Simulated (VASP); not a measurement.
Consider the following.

```yaml
crystal:
  lattice:
    - [0.00000, 2.66156, 2.66156]
    - [2.66156, 0.00000, 2.66156]
    - [2.66156, 2.66156, 0.00000]
  atoms:
    - { symbol: Mg, position: [0.00000, 0.00000, 0.00000] }
    - { symbol: S, position: [0.50000, 0.50000, 0.50000] }
```

Computed with RPBE GGA, VASP's PBE PAW potentials (set 64) (plane waves; VASP 6.6.1). Numerical set-up: 520 eV cut-off, 9×9×9 Γ-centred mesh, Gaussian smearing of 0.050 eV, potentials Mg S.

Question: Estimate the energy per atom (σ→0), pressure.

Answer: 
* **energy per atom (σ→0)**: -3.985 eV/atom
* **pressure**: -1.94 GPa

The compound is MgS in the rock salt structure. This cell is one point of a volume scan, at 1.03 of the reference volume.
